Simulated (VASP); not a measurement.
SbAs:

```
Sb As
1.0
     2.03271    1.17359    3.71659
    -2.03271    1.17359    3.71659
     0.00000   -2.34718    3.71659
Sb As
1 1
Direct
  0.22910 0.22910 0.22910
  0.77090 0.77090 0.77090
```

The cell is a database's computed one.

```yaml
Program: VASP 6.6.1
Task: relaxation of cell and atoms
Functional: rev-vdW-DF2
Potentials_or_basis: VASP PAW PBE potentials, release 64 (Sb, As)
Cutoff: 600 eV
k_mesh: 11 × 11 × 11
Occupations: methfessel-paxton, width 0.1 eV
Spin: no spin polarisation
```

At the start: pressure 0.6 GPa; volume 26.60 Å³/atom.

Q: Where does the relaxation end?

A: Over 10 steps the energy falls by 6.2 meV/atom and the volume is 26.12 Å³/atom (-1.8 %); space group R3m (No. 160, to 0.05 Å).

Step by step:
```csv
step,energy change (eV),largest force (eV/Å),pressure (GPa),volume (Å³)
1,0.0000,0.2677,0.60,53.20
2,-0.0045,0.0347,-0.82,53.97
3,-0.0047,0.0704,-0.61,53.84
4,-0.0083,0.0437,-0.41,53.36
5,-0.0121,0.0144,0.24,52.05
6,-0.0121,0.0088,0.17,52.18
7,-0.0124,0.0281,-0.14,52.34
8,-0.0124,0.0236,-0.07,52.30
9,-0.0124,0.0027,0.05,52.22
10,-0.0124,0.0036,0.02,52.24
```

Final structure:
```xyz
2
Lattice="2.0483 1.1826 3.5942 -2.0483 1.1826 3.5942 0.0000 -2.3652 3.5942" Properties=species:S:1:pos:R:3 pbc="T T T"
Sb    0.0000    0.0000    2.5080
As    0.0000    0.0000    8.2745
```

Caveat: the PAW data sets were made with another functional, which shifts forces and pressure a little.
